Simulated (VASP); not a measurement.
Set up this calculation in VASP 6.6.1, as the native input.

* Task: relaxation of cell and atoms
* Functional: PBE
* Potentials or basis: VASP PAW PBE potentials, release 64 (Na_pv, Y_sv)
* Cutoff: 600 eV
* k mesh: 7 × 7 × 7
* Occupations: fermi-dirac, width 0.05 eV
* Spin: no spin polarisation
* Target pressure: 30 GPa
* Further INCAR settings: ALGO = Normal; EDIFF = 1e-06; IBRION = 2; EDIFFG = -0.005; NSW = 40; ISIF = 3
* Target pressure: 30 GPa

The structure of NaY lies in POSCAR:

```
NaY
1.0
    4.0118800000      0.0000000000      0.0000000000
    0.0000000000      4.0118800000      0.0000000000
    0.0000000000      0.0000000000      4.0118800000
Na Y
1 1
Direct
    0.0000000000      0.0000000000      0.0000000000
    0.5000000000      0.5000000000      0.5000000000
```

The cell was built by a generator and needn't be a form met in nature.

These files were run (other wordings do the same):

INCAR

```
SYSTEM = NaY
  PREC = Accurate
  ENCUT = 600
  EDIFF = 1E-6
  ISMEAR = -1
  SIGMA = 0.05
  LREAL = .False.
  LASPH = .True.
  NELM = 60
  ALGO = Normal
  ISIF = 3
  LWAVE = .False.
  LCHARG = .False.
  GGA = PE
  IBRION = 2
  NSW = 40
  EDIFFG = -0.005
  PSTRESS = 300
```

KPOINTS

```
regular mesh
0
Gamma
  7 7 7
  0 0 0
```

Potentials or basis: VASP PAW PBE potentials, release 64 (Na_pv, Y_sv).

The run is started by

```sh
$ cat potpaw_PBE.64/Na_pv/POTCAR potpaw_PBE.64/Y_sv/POTCAR > POTCAR
$ mpirun -np 1 vasp_std > vasp.out
```

Results of the run:

```yaml
Relaxed_volume: 19.28 Å³/atom
Relaxed_cell: a = 3.378 Å, b = 3.378 Å, c = 3.378 Å, α = 90.00°, β = 90.00°, γ = 90.00°
Space_group_after_relaxing_to_0.05_Å: Pm-3m (No. 221)
Energy_change_on_relaxing_the_enthalpy_is_what_falls: +839.8 meV/atom
Ionic_steps: 7
Pressure_after_relaxing: 30.0 GPa
Band_gap_on_the_k_mesh: none (metal or under the smearing width)
```

Caveat: the cell is relaxed towards a set pressure, so the enthalpy falls and the energy may rise; the volume moved by over 15 % at a fixed basis, so the end points are rough.

Run time: 53 s on 1 thread of Intel(R) Xeon(R) 6975P-C (Granite Rapids), on a shared host, peak memory 0.22 GiB.
